A tantalum crystal whose atoms are held at one fixed spacing has one true pressure within a given theory. The calculation here, plane-wave density-functional theory with the PBE functional, nevertheless gives −0.89 GPa at one setting and 3.17 GPa at another. A positive pressure means that the crystal is compressed and would expand if released; a negative one means that it would shrink. The crystal is the same throughout, so a change of sign has to come from the calculation. What pressure, then, belongs to the two settings marked with a question mark?

VASP 6.6.1 calculations with the PBE functional and the Ta_pv PAW potential for body-centred cubic tantalum at a fixed cubic cell edge of 3.3026 Å, without spin polarisation or spin–orbit coupling. All runs use a 14 × 14 × 14 k mesh for the one-atom primitive cell and Gaussian smearing of 0.1 eV. Pressure is positive in compression.

| wave cutoff | pressure (GPa) |
| --- | --- |
| 200 eV | -0.890 |
| 250 eV | 2.530 |
| 300 eV | 2.600 |
| 350 eV | ? |
| 400 eV | ? |
| 450 eV | 3.120 |
| 520 eV | 3.140 |
| 600 eV | 3.160 |
| 700 eV | 3.170 |

The setting is the wave cutoff, the highest kinetic energy of the plane waves from which the electron orbitals are built. A higher cutoff admits shorter waves and so resolves finer detail. The rows with known pressures rise towards a plateau, but unevenly. Between 250 and 300 eV the pressure gains only 0.07 GPa, which looks like convergence, yet by 450 eV it has gained another 0.52 GPa.

The rise has a standard explanation, called Pulay stress. The program works out the pressure by asking how the energy would change if the cell were stretched slightly, while the same set of plane waves is kept. In a stretched cell each of those waves becomes longer and its kinetic energy falls. The set then describes the orbitals a little less well, and the energy comes out too high. Expansion appears to cost more than it should, so the pressure appears too low.

This argument can be put into a formula. The pressure is $P=-dE/dV$, where $E$ is the energy and $V$ the cell volume. When the waves stretch with the cell, their wavelengths grow as $V^{1/3}$, and the effective cutoff $E_\mathrm{cut}$ falls as $V^{-2/3}$. The chain rule then adds a false contribution to the pressure:

$$P_\mathrm{Pulay}=\frac{2}{3}\,\frac{E_\mathrm{cut}}{V}\,\frac{dE}{dE_\mathrm{cut}}.$$

More plane waves can only lower the energy of a given problem, so the slope is negative and the false pressure is negative too. It fades once the orbitals contain almost no waves as short as those at the cutoff.

The energy that the program prints can't be put into this formula to make a forecast. VASP adds to it an estimate of the cutoff error of the free atom, which hides part of the very slope that is needed. Between 250 and 300 eV the printed energies would give a false pressure of only −0.1 GPa, while the pressure there is still about 0.6 GPa below its value at 700 eV. The forecast therefore has to start from the pressures themselves.

The useful quantity is the shortfall, the amount by which a row lies below the pressure at 700 eV. It is 0.57 GPa at 300 eV and 0.05 GPa at 450 eV. The simplest rule for a fading tail is that the shortfall shrinks by the same factor in every equal step of cutoff. Theory gives the sign of the shortfall and says that it must fade in the end, but this exponential form is an assumption. The rule is fixed by the rows at 300 and 450 eV, with the row at 700 eV standing in for the converged limit.

From 300 to 450 eV the shortfall drops by a factor of 11.4. That interval holds three steps of 50 eV, so each step contributes the cube root, about 2.25. At 350 eV the shortfall should be $0.57/2.25\approx0.25$ GPa, which puts the pressure at $3.17-0.25=2.92$ GPa.

One more step divides the shortfall by 2.25 again, to about 0.11 GPa. The forecast for 400 eV is therefore 3.06 GPa. Both pressures should lie between those of their known neighbours, and the step from 300 to 350 eV should be the largest of the three that lead to 450 eV.

The known rows warn against trusting so smooth a rule too far. Carried back to 250 eV, it gives twice the shortfall that was computed. When the row at 300 eV is instead predicted from those at 250 and 450 eV, the computed shortfall is 1.7 times the predicted one. The rule can thus err in either direction, and a factor of two either way in the shortfall is a reasonable error bar. It is a judgement from a few rows, not a statistical interval.

In pressure, this means 2.66 to 3.04 GPa at 350 eV and 2.94 to 3.11 GPa at 400 eV. A straight line drawn from 300 to 450 eV would give 2.77 and 2.95 GPa, inside both ranges but near the lower end at 400 eV. The choice between the two pictures is a choice between a correction that fades quickly at first and one that fades at a steady rate.

The withheld rows as computed:

| wave cutoff | pressure (GPa) |
| --- | --- |
| 350 eV | 2.970 |
| 400 eV | 3.120 |

At 350 eV the forecast holds. The computed pressure is 2.97 GPa, about 0.05 GPa above the predicted value and well inside the range. The first step is also the largest of the three, as predicted. The straight line is too low by 0.20 GPa, so a correction that fades quickly at first is the better picture here.

At 400 eV the forecast fails, though narrowly. The computed 3.12 GPa lies 0.06 GPa above the predicted value and just beyond the upper end of the range. It does lie between its neighbours, but only just: the unrounded output puts it 0.0002 GPa below the pressure at 450 eV. The shortfall had already come down to 0.05 GPa, less than half of the value that the rule gave. The straight line does worse again, with a pressure 0.17 GPa too low.

The reason for the failure can be read from the rows, at least in part. The rule spread the fall of the shortfall evenly, in proportion, over the whole interval from 300 to 450 eV. In the calculation the fall was complete by 400 eV, and a second flat stretch followed. The error bar left no room for this, since its upper end lay below the known pressure at 450 eV. A flat stretch was already in view between 250 and 300 eV, and the range should have allowed for another.

Why the shortfall falls in stages is not settled by these results. The short-wave tail of the orbitals need not fade smoothly, and the grids on which the program handles the density change in jumps. Either could contribute, and separating the two would take more closely spaced cutoffs and runs in which the grids are held fixed. Plane waves also enter the basis in discrete groups as the cutoff rises, but they do so at different cutoffs for different k points, so the dense k mesh should smooth most of that out.

The two flat stretches carry the practical lesson. From 250 to 300 eV the pressure barely moves, and 0.57 GPa is still missing. From 400 to 450 eV it doesn't move at all to the digits given, and only 0.05 GPa is missing. Seen from inside, each pair of neighbouring settings looks converged; it takes rows at higher cutoffs to tell them apart.

The printed energy can mislead as well. The runs at 200 and 700 eV agree in free energy to 0.3 meV, while their pressures differ by 4.06 GPa. The agreement is an accident, since the printed energy at 250 eV lies about 8 meV above both. With a bulk modulus of roughly 200 GPa, a rounded textbook figure for tantalum, the pressure error of about 4 GPa at 200 eV corresponds to about 2% in volume. A relaxation of the cell at 200 eV would shrink the crystal when it ought to expand. That cutoff lies below the one recommended for this tantalum potential, so a large error is no surprise there, but a comparison of these two energies doesn't reveal it.

The same reasoning carries over to other materials. What matters is how much short-wave content the orbitals keep after the potential has smoothed them near the nucleus. Oxygen, with its compact 2p orbitals, usually needs a higher cutoff than a metal with smoother orbitals, and its false pressure persists further up the scale. A series in the density of the k mesh would behave differently, because that error has no fixed sign and the pressure may approach its limit from either side.

A converged cutoff does not bring the pressure to zero. The 3.17 GPa at 700 eV belongs mainly to the lattice spacing, which was given and not relaxed; PBE is known to prefer a slightly larger tantalum cell. More plane waves won't remove that compression, whereas letting the cell expand will. The printed analysis below lists the forecasts, their ranges and the misses.

Printed output of the fit:

```
Shortfall at 200 and 250 and 300 eV in GPa: 4.06, 0.64, 0.57
Shortfall at 450 and 520 and 600 eV in GPa: 0.05, 0.03, 0.01
Pressure rise from 250 to 300 eV in GPa: 0.07
Pressure rise from 300 to 450 eV in GPa: 0.52
Shortfall at 300 eV divided by that at 450 eV: 11.4
Factor by which the model shortfall shrinks per 50 eV: 2.251
Model run backwards, computed shortfall over model shortfall at 200 and 250 eV: 1.406, 0.4989
Row 300 eV from rows 250 and 450 eV, computed shortfall over predicted: 1.685
Printed free energy at 200 eV less that at 700 eV in meV: 0.29
Pulay term from the printed energy slope between 250 and 300 eV in GPa: -0.09981
FORECAST pressure at 350 and 400 eV in GPa: 2.917, 3.057
Lower end of the forecast range at 350 and 400 eV in GPa: 2.663, 2.945
Upper end of the forecast range at 350 and 400 eV in GPa: 3.043, 3.114
Rival straight line at 350 and 400 eV in GPa: 2.773, 2.947
Forecast if the limit lies 0.01 GPa above the 700 eV row, at 350 and 400 eV in GPa: 2.908, 3.052
Forecast steps 300 to 350, 350 to 400, 400 to 450 eV in GPa: 0.3167, 0.1407, 0.06253
COMPUTED pressure at 350 and 400 eV in GPa: 2.97, 3.12
Miss, forecast less computed, at 350 and 400 eV in GPa: -0.05326, -0.06253
Miss of the straight line, line less computed, at 350 and 400 eV in GPa: -0.1967, -0.1733
Computed shortfall over model shortfall at 350 and 400 eV: 0.7897, 0.4443
Computed steps 300 to 350, 350 to 400, 400 to 450 eV in GPa: 0.37, 0.15, 0
```
